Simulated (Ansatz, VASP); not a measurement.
Two plane-wave programs on TaSbSe

```
Ta Sb Se
1.0
     3.64137    0.00000    0.00000
     0.00000    3.64137    0.00000
     0.00000    0.00000    5.61318
Ta Sb Se
1 1 1
Cartesian
  0.0000 0.0000 0.0000
  0.0000 0.0000 2.8066
  1.8207 1.8207 0.0000
```

Alike in both runs: functional PBE; k mesh 6 × 6 × 4; occupations gaussian, width 0.1 eV; no spin polarisation.

Ansatz relaxed the structure, and its values are those at the end. VASP's run is a single point on that final structure, the one shown.

|  | VASP | Ansatz |
| --- | --- | --- |
| version | VASP 6.6.1 | Ansatz 0.2.0 |
| potentials or method | VASP PAW PBE potentials, release 64 (Ta_pv, Sb, Se) | scalar-relativistic, plane waves, PAW |
| plane-wave cutoff (eV) | 520 | 420 |
| valence electrons in the cell | 22 | 44 |

```tsv
	VASP	Ansatz	Ansatz less VASP
gap on the k mesh at the Fermi level (eV)	none	none	-
pressure (GPa)	-0.2	-0.2	-0.08
```

A gap of «none» marks a metal or a gap that the smearing closes. With one functional, cell and mesh, what is left measures potentials, basis and numerics. The two sets of potentials don't hold the same shells in valence.

Spin-orbit coupling is left out, which matters for the levels of Sb, Ta.
